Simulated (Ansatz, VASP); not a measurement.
# Cross-check of Be (Beryllium) between VASP and Ansatz

Wanted: the spread between two codes on one cell, functional and k mesh. The cell is taken from a series of runs on this material, whose earlier steps may have relaxed, scaled, displaced or heated it; both programs get it as it stands.

Calculated with Ansatz 0.2.0; plane waves, with VASP 6.6.1 beside it; relaxation of cell and atoms at PBE and zone-centre phonons at PBE.

## Step 1: The starting structure

The structure is hexagonal, space group P6_3/mmc (No. 194). Conventional cell: a = 2.259 Å, b = 2.259 Å, c = 3.576 Å, α = 90.00°, β = 90.00°, γ = 120.00°. Nearest to Be lie 12 Be at 2.21 to 2.26 Å.

## Step 2: VASP: relaxation of cell and atoms, PBE

The relaxed volume is the usual yardstick between codes: in a stiff, nearly cubic crystal its relative difference is about their pressure difference at one cell divided by the bulk modulus.

Lines of VASP's logs that name or quote its potential files are left out, and so is its time.

INCAR reads:

```
SYSTEM = Be
PREC = Accurate
ENCUT = 600
EDIFF = 1E-07
NELM = 120
ISMEAR = 1
SIGMA = 0.2
LREAL = .FALSE.
ALGO = Normal
GGA = PE
NBANDS = 8
LORBIT = 11
LWAVE = .FALSE.
LCHARG = .FALSE.
ISIF = 3
IBRION = 2
NSW = 80
EDIFFG = -0.005
LASPH = .TRUE.
GGA_COMPAT = .FALSE.
NELMIN = 4
```

POSCAR reads:

```
Be
1.0
    2.2589640000      0.0000000000      0.0000000000
   -1.1294820000      1.9563210000      0.0000000000
    0.0000000000      0.0000000000      3.5758250000
Be
2
Direct
    0.3333333333      0.6666666667      0.2499999301
    0.6666666667      0.3333333333      0.7500000699
```

KPOINTS reads:

```
Automatic mesh
0
Gamma
15 15 8
0 0 0
```

PAW data sets: Be (PBE family, release 64).

The run is started by

```
mpirun -np 1 vasp_std
```

Numbers of over 12 decimals in the logs are rounded to 6 here.

What it wrote:

```text
[banner, memory and clock lines left out]
running    1 mpi-ranks, on    1 nodes
 distrk:  each k-point on    1 cores,    1 groups
 distr:  one band on    1 cores,    1 groups

 POSCAR found type information on POSCAR Be
 POSCAR found :  1 types and       2 ions
 LDA part: xc-table for (Slater+PW92), standard interpolation
 POSCAR, INCAR and KPOINTS ok, starting setup
 FFT: planning ... GRIDC
 FFT: planning ... GRID_SOFT
 FFT: planning ... GRID
 WAVECAR not read
 entering main loop
       N       E                     dE             d eps       ncg     rms          rms(c)
DAV:   1    -0.276974200330E+01   -0.27697E+01   -0.19500E+03  2160   0.463E+02
DAV:   2    -0.757919696565E+01   -0.48095E+01   -0.45981E+01  3544   0.561E+01
DAV:   3    -0.759762838011E+01   -0.18431E-01   -0.18434E-01  2312   0.301E+00
DAV:   4    -0.759764158839E+01   -0.13208E-04   -0.13208E-04  3184   0.871E-02
DAV:   5    -0.759764159348E+01   -0.50903E-08   -0.50094E-08  2320   0.621E-04    0.121E+00
DAV:   6    -0.755156673286E+01    0.46075E-01   -0.61338E-03  2504   0.898E-01    0.743E-01
DAV:   7    -0.753321848260E+01    0.18348E-01   -0.66861E-03  2616   0.935E-01    0.279E-02
DAV:   8    -0.753319687557E+01    0.21607E-04   -0.11337E-05  2360   0.331E-02    0.949E-03
DAV:   9    -0.753319600445E+01    0.87113E-06   -0.27581E-06  2808   0.158E-02    0.951E-04
DAV:  10    -0.753319581287E+01    0.19158E-06   -0.53443E-09  2000   0.727E-04    0.263E-04
DAV:  11    -0.753319568745E+01    0.12542E-06   -0.29272E-09  1120   0.542E-04    0.564E-06
DAV:  12    -0.753319568484E+01    0.26096E-08   -0.15703E-10  1104   0.137E-04
   1 F= -.75331957E+01 E0= -.75334619E+01  d E =-.753320E+01
 curvature:   0.00 expect dE= 0.000E+00 dE for cont linesearch  0.000E+00
 trial: gam= 0.00000 g(F)=  0.531E-43 g(S)=  0.155E-04 ort = 0.000E+00 (trialstep = 0.100E+01)
 search vector abs. value=  0.155E-04
 bond charge predicted
       N       E                     dE             d eps       ncg     rms          rms(c)
DAV:   1    -0.753320427514E+01   -0.85877E-05   -0.30810E-05  2648   0.529E-02    0.221E-03
DAV:   2    -0.753320386280E+01    0.41234E-06   -0.46980E-08  2520   0.219E-03    0.139E-03
DAV:   3    -0.753320326666E+01    0.59614E-06   -0.31410E-08  2024   0.256E-03    0.555E-05
DAV:   4    -0.753320327168E+01   -0.50213E-08   -0.20159E-10  1080   0.163E-04
   2 F= -.75332033E+01 E0= -.75334704E+01  d E =-.758685E-05
 trial-energy change:   -0.000008  1 .order   -0.000008   -0.000015   -0.000001
 step:   1.1813(harm=  1.1022)  dis= 0.00000  next Energy=    -7.533203 (dE=-0.771E-05)
 reached required accuracy - stopping structural energy minimisation
```

OUTCAR, selected parts (step 2):

```text
ion  position               nearest neighbor table
   1  0.333  0.667  0.250-   2 2.21   2 2.21   2 2.21   2 2.21   2 2.21   2 2.21
   2  0.667  0.333  0.750-   1 2.21   1 2.21   1 2.21   1 2.21   1 2.21   1 2.21

  LATTYP: Found a hexagonal cell.
 ALAT       =     2.2589640000
 C/A-ratio  =     1.5829490864

 Subroutine GETGRP returns: Found 24 space group operations
 (whereof 12 operations were pure point group operations)

The static configuration has the point symmetry D_3d.
 The point group associated with its full space group is D_6h.

 Found    135 irreducible k-points:

   k-points           NKPTS =    135   k-points in BZ     NKDIM =    135   number of bands    NBANDS=      8

   dimension x,y,z NGX =    18 NGY =   18 NGZ =   30
   dimension x,y,z NGXF=    36 NGYF=   36 NGZF=   60

   ENCUT  =  600.0 eV  44.10 Ry    6.64 a.u.   4.51  4.51  7.14*2*pi/ulx,y,z

   NELECT =       4.0000    total number of electrons

 k-points in reciprocal lattice and weights: Automatic mesh
   0.00000000  0.00000000  0.00000000       0.001
   0.06666667 -0.00000000  0.00000000       0.003
   0.13333333  0.00000000  0.00000000       0.003
   0.20000000  0.00000000  0.00000000       0.003
   0.26666667  0.00000000  0.00000000       0.003
   0.33333333 -0.00000000  0.00000000       0.003
   0.40000000 -0.00000000  0.00000000       0.003
   0.46666667 -0.00000000  0.00000000       0.003
   0.06666667  0.06666667  0.00000000       0.003
[...]
0.33333333  0.26666667  0.50000000       0.007
   0.33333333  0.33333333  0.50000000       0.001

 average (electrostatic) potential at core
       1 -32.7402       2 -32.7402

 E-fermi :   7.3826

 k-point     1 :       0.0000    0.0000    0.0000
  band No.  band energies     occupation
      1      -4.3276      2.00000
      2       2.5321      2.00000
      3       8.0383     -0.00004
      4      23.1236      0.00000
      5      23.1236      0.00000
      6      25.9397      0.00000
      7      25.9397      0.00000
    ...

 k-point     2 :       0.0667   -0.0000    0.0000
  band No.  band energies     occupation
      1      -4.1993      2.00000
      2       2.7002      2.00000
      3       8.0776     -0.00001
      4      22.0791      0.00000
      5      22.3599      0.00000
      6      25.9372      0.00000
      7      26.3112      0.00000
    ...

 k-point     3 :       0.1333    0.0000    0.0000
  band No.  band energies     occupation
      1      -3.8143      2.00000
      2       3.2038      2.00000
      3       8.1828     -0.00000
      4      19.6971      0.00000
      5      20.9626      0.00000
      6      25.7844      0.00000
      7      26.4861      0.00000
    ...

  Total        0.0016621      0.0016621      0.0010911      0.0000000      0.0000000      0.0000000
  in kB        0.1683444      0.1683445      0.1105069      0.0000000      0.0000000      0.0000000
  external PRESSURE =       0.1490653 kB  Pullay stress =       0.0000000 kB

  energy-cutoff  :      600.00
  volume of cell :       15.82
      direct lattice vectors                 reciprocal lattice vectors
     2.259591407  0.000000000  0.000000000     0.442557888  0.255510812 -0.000000000
    -1.129795703  1.956864351 -0.000000000     0.000000000  0.511021625 -0.000000000
     0.000000000  0.000000000  3.577497797     0.000000000  0.000000000  0.279524980

 POSITION                                       TOTAL-FORCE (eV/Angst)
 -----------------------------------------------------------------------------------
     -0.00000      1.30458      0.89437         0.000000     -0.000000     -0.000000
      1.12980      0.65229      2.68312        -0.000000      0.000000      0.000000
 -----------------------------------------------------------------------------------
    total drift:                               -0.000001     -0.000002     -0.000002

  FREE ENERGIE OF THE ION-ELECTRON SYSTEM (eV)
  ---------------------------------------------------
  free  energy   TOTEN  =        -7.5332032717 eV

  energy  without entropy=       -7.5340046451  energy(sigma->0) =       -7.53347040

 reached required accuracy - stopping structural energy minimisation

 total charge
# of ion       s       p       d       tot
------------------------------------------
    1        0.405   0.768   0.000   1.173
    2        0.405   0.768   0.000   1.173
--------------------------------------------------
tot          0.809   1.536   0.000   2.346

[... 3 further parts left out ...]
```

CONTCAR:

```
Be
   1.00000000000000
     2.2595914065873273    0.0000000000000000    0.0000000000000000
    -1.1297957032936636    1.9568643507011778   -0.0000000000000000
     0.0000000000000000    0.0000000000000000    3.5774977968705892
  Be
     2
Direct
     0.3333333332999970    0.6666666667000030    0.2499999301000031
     0.6666666667000030    0.3333333332999970    0.7500000698999969
```

## Step 3: Ansatz: relaxation of cell and atoms, PBE

Ansatz runs on its default PAW (the set named soft_2) files.

The same cell, functional, mesh and smearing now go to Ansatz, which takes its cutoff from its data sets.

input.yaml reads:

```yaml
crystal:
  lattice:
    - [2.2589644342, 0.0, 0.0]
    - [-1.1294822171, 1.9563205863, 0.0]
    - [0.0, 0.0, 3.5758249096]
  atoms:
    - { symbol: Be, position: [0.3333333333, 0.6666666667, 0.25] }
    - { symbol: Be, position: [0.6666666667, 0.3333333333, 0.75] }
kpoints:
  mp_grid: { grid: [15, 15, 8] }
hamiltonian:
  xc: pbe
scf:
  occupations: { method: methfessel_paxton, width: 0.2 }
output:
  forces: true
  stress: true
  eigenvalues: true
relax:
  adjacent_minimum: "off"
  f_tol: 0.001
  max_steps: 60
  cell: { stress_tol: 0.01 }
```

The run is started by

```
ansatz run input.yaml --threads 4 --pin off --max-ram 10240MiB --backend cpu --events-out ev --progress --plain --runs-dir out
```

What it wrote:

```text
Engine: ansatz 0.2.0, x86_64-unknown-linux-gnu
Pseudopotentials: kind: paw
Pseudopotential: Be, paw, valence charge 2, recommended cutoff 420 eV (normal), Be.paw.azcp
Functional definition: PBE
  parameter kappa = 0.804
  parameter beta = 0.066725
  exchange = pbe_x(kappa = kappa, mu = beta*pi^2/3)
  correlation = pbe_c(beta = beta)
Crystal: 2 atoms, lattice volume = 15.802 Å³
Basis set: ecut = 420 eV, 311 PW (Γ), exchange–correlation on 32×32×48 points (8 copies of the dense FFT grid, shifted against one another)
Bands: 6, of which v1, the nominal top of the filled ones, is band 2 counted from 1 (1 counted from 0)
Symmetry: 24 space group operations
Space group: P63/mmc (ITA 194), of the structure as read, at distance tolerance 2.5e-5 Å
k-points: 135 of 1800
Non-local potential: Be, projectors of the file, l = 0: 2, l = 1: 2, l = 2: 1
PAW form: soft (Blöchl's): semilocal exchange-correlation on the pseudo side does not see the compensation charge
PAW one-centre angular grid: Be, 110 points (default); XC on 64 Gauss nodes
Initial density: superposition of atomic densities (neutral atoms: chi_scale 0, normalization atom), corrected by the library's trained network
Initial wavefunctions: pseudopotential atomic-orbital guess
Functional: x = pbe(κ = 0.804, μ = 0.219515), c = pbe(β = 0.066725)
SCF iter   1: F=—  HF=-185.526901 eV  |F-HF|=—  |Δ(HF+E_count)|=         —  Δρ=1.61e-3  dr2=2.83e-4  ethr=1.77e-3  ⟨swp⟩=5.2  Hψ=6801  notcnv=0
preconditioner: auto → none  [insulator: Δε(μ)=0.215 eV  Ē_g=12.912 eV  σ=0.200 eV  W_gap=0.56  n_scr=2 (ndim 8)  ℏωp=18.7 eV  f_vac=0.000  D(μ)=0.12/eV (n_scr^D=0)  ε∞_Penn≈3.1]
SCF iter   2: F=—  HF=-185.526918 eV  |F-HF|=—  |Δ(HF+E_count)|=   1.67e-5  S|Δr|=    0.00e0  Δρ=7.84e-4  dr2=6.60e-5  ethr=7.06e-6  ⟨swp⟩=1.3  Hψ=1939  notcnv=0
SCF iter   3: F=—  HF=-185.526972 eV  |F-HF|=—  |Δ(HF+E_count)|=   5.38e-5  S|Δr|=    0.00e0  Δρ=1.65e-5  dr2=2.41e-8  ethr=2.50e-9  ⟨swp⟩=3.6  Hψ=3475  notcnv=0
SCF iter   4: F=-185.526972 eV  HF=-185.526972 eV  |F-HF|=6.03e-11  |Δ(HF+E_count)|=   2.36e-9  S|Δr|=    0.00e0  Δρ=1.66e-6  dr2=1.60e-10  ethr=6.04e-10  ⟨swp⟩=2.0  Hψ=2299  notcnv=0
SCF 1 converged in 4 iterations: F = -185.526972 eV  dr2 = 1.60e-10
  greatest PAW one-centre occupation: 0.360 electrons in one spin orbital (limit 2), on the Be atom at site 1 (counted from 0), in its partial waves of l = 0
relax step   1: F+E_penalty+E_count = -185.52697176 eV  Δ(F+E_penalty+E_count) = +0.000e0 eV  max|allowed force component| = 1.480e-16 eV/Å  Δτ_max = 0.0000 Å  P = -0.016 GPa  Ω = 15.802 Å³  (4 SCF iters, dr2 threshold 1.00e-7 eV, accepted)
[...]
relax step   2: F+E_penalty+E_count = -185.52697234 eV  Δ(F+E_penalty+E_count) = -5.787e-7 eV  max|allowed force component| = 1.943e-16 eV/Å  Δτ_max = 0.0000 Å  P = -0.007 GPa  Ω = 15.801 Å³  energy of the carried Pulay correction = +3.708e-7 eV  (2 SCF iters, dr2 threshold 1.97e-9 eV, accepted)
[...]
relax step   3: F+E_penalty+E_count = -185.52697234 eV  Δ(F+E_penalty+E_count) = -1.097e-11 eV  max|allowed force component| = 2.220e-16 eV/Å  Δτ_max = 0.0000 Å  P = -0.007 GPa  Ω = 15.801 Å³  stress off target by 7.92e-3 GPa  SCF on the basis re-selected at this cell (its energy is not comparable with the rows above)  (4 SCF iters)
basis re-selected at this cell: Δ(F+E_penalty+E_count) = -1.097e-11 eV, ΔP = +0.000 GPa vs the last step (what re-selecting the basis moved, of the pressure what is left beyond the Pulay correction that the steps carried, after the strain that the cell walked since its last selection, with what the two solves' SCF thresholds leave and, on support functions, any second-order correction that the steps lacked; it is no  [...]
SCF converged after 4 iterations
Stability not checked: this state was not tested for a lower state beside it, because cold or Methfessel-Paxton smearing, or corrected tetrahedra, fill the levels in a way that the test cannot read (fill_not_monotonic; see scf.lower_state_search)
Free energy (F): -185.526972 eV
Harris-Foulkes:  -185.526972 eV  (|F-HF|=8.53e-14)
Internal energy: -185.527769 eV  (E = F + TS)
E sigma→0 (E₀):  -185.527171 eV
Entropy (-TS):   0.000796 eV (0.398 meV/atom)
Fermi energy:    8.493426 eV
Step filling:    the computed levels leave a gap of 0.0898 eV = 0.4 smearing widths at the electron count; against every level under it full and every level over it empty, smearing changes F+E_penalty+E_count by +0.333 meV and its σ→0 estimate by +0.134 meV
--- Per-component energies (eV) ---
  E_band       = 12.299183
  E_kinetic    = 42.108392
  E_local      = 5.685857  (includes V_loc(G=0)·N_el)
  E_nonlocal   = 8.867823
  E_hartree    = 0.080249
  E_xc         = -39.609766
  E_vxc        = -41.671357  (∫ρ·V_xc dr)
  E_paw        = -119.147938  (= ΣΔE_a)
  E_vpaw       = -2.852029  (= ΣTr[D̂ρ^β])
  E_aug_tail   = -0.000001  (compensation charges beyond the density's cutoff)
  E_ewald      = -83.512384
  E_smearing   = 0.000796  (= −TS)
  E_closure    = -0.000000  (closes the sum)
  Σ components = -185.526972   (vs F -185.526972, Δ=0.00e0)
--- Forces (eV/Å), atoms counted from 1 ---
  atom   1  Be    -0.00000000     0.00000000    -0.00000000
  atom   2  Be     0.00000000    -0.00000000     0.00000000
  max |Σ_I F_I| component: 3.70e-17 eV/Å
--- Stress (GPa, compression-positive) ---
       -0.007921       0.000000       0.000000
        0.000000      -0.007921       0.000000
        0.000000       0.000000      -0.006291
  P = ⅓ Tr σ = -0.0074 GPa (-0.074 kbar)
--- Band table (eV; the first three rows and the last of 135) ---
  k-point 0: bands = ["-3.2199", "3.6389", "9.1542", "24.2405", "24.2405", "27.0654"]
  k-point 1: bands = ["-3.0853", "2.9025", "10.2040", "24.3620", "24.3620", "27.0189"]
  k-point 2: bands = ["-2.6817", "1.5007", "12.5378", "24.7124", "24.7124", "25.3355"]
  k-point 134: bands = ["7.0282", "7.0282", "8.5023", "8.5023", "14.4588", "14.4588"]
--- Relaxed structure (2 steps of the walk, 2 accepted, 1 SCFs on fresh bases) ---
  F+E_penalty+E_count = -185.52697234 eV   max|allowed force component| = 2.220e-16 eV/Å   (the final SCF, on the basis selected at the relaxed cell)
  cell:  # Å, volume = 15.8013 Å³
    - [2.258834, 0.0, 0]
    - [-1.129417, 1.956207, 0]
    - [0, 0, 3.575962]
  atoms:
    - { symbol: Be, position: [0.333333, 0.666667, 0.250000] }
    - { symbol: Be, position: [0.666667, 0.333333, 0.750000] }
```

Reading the cycles: dr2 is the Hartree energy of the density residual (eV), the measure of convergence; HF is the Harris–Foulkes estimate of the energy, which meets the free energy F at convergence.

## Step 4: Differences

Known differences besides the potentials themselves: the cutoff is 420 eV in Ansatz and 600 eV in VASP; Ansatz adds a Pulay correction to the stress that steers its cell, VASP none. Total energies have different zeros and are not compared.

Both answers:

| quantity | Ansatz | VASP | difference |
| --- | --- | --- | --- |
| volume (Å³) | 15.80 | 15.82 | -0.11 % |
| edge a after relaxation, in the typed setting (Å) | 2.259 | 2.260 | -0.04 % |
| edge c after relaxation, in the typed setting (Å) | 3.576 | 3.578 | -0.04 % |

(Part 1 of 2 ends here.)

[Lines on the potential files, build, host, timing and source positions are cut from VASP's logs without a mark.]

[Logs are printed without paths, hosts, clocks, repeated set-up lines and the standing remarks that a program may print on its own settings, such as how far it seeks lower states.]

[Hosts, paths, dates, database ids (printed as entryN), source tags and the programs' standing remarks are cut or masked in the printed files.]
